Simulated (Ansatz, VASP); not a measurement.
One calculation of ScF3, two programs

```xyz
4
Lattice="4.0927 0.0000 0.0000 0.0000 4.0927 0.0000 0.0000 0.0000 4.0125" Properties=species:S:1:pos:R:3 pbc="T T T"
Sc    0.0000    0.0000    0.0000
F     2.0463    0.0000    0.0000
F     0.0000    2.0463    0.0000
F     0.0000    0.0000    2.0062
```

Change from the starting cell: equal xx and yy strain of +2 %.

Alike in both runs: task single point; functional LDA; k mesh 6 × 6 × 6; occupations fermi-dirac, width 0.02 eV; no spin polarisation.

```csv
,VASP,Ansatz
version,VASP 6.6.1,Ansatz 0.2.0
potentials or method,"VASP PAW LDA potentials, release 64 (Sc_sv, F), cutoff 520 eV","all-electron LAPW, scalar-relativistic"
```

Ansatz gave:

* gap on the k mesh at the Fermi level (eV): 5.94
* pressure (GPa): -6.2
* largest component of the traceless stress (GPa): 2.74

Question: What did VASP give for the same quantities?

Answer: gap on the k mesh at the Fermi level (eV): 5.91; pressure (GPa): -5.7; largest component of the traceless stress (GPa): 2.82.

Ansatz ran all-electron here, so the differences hold the error of VASP's frozen core and of both bases.

A k mesh can miss the band edges.
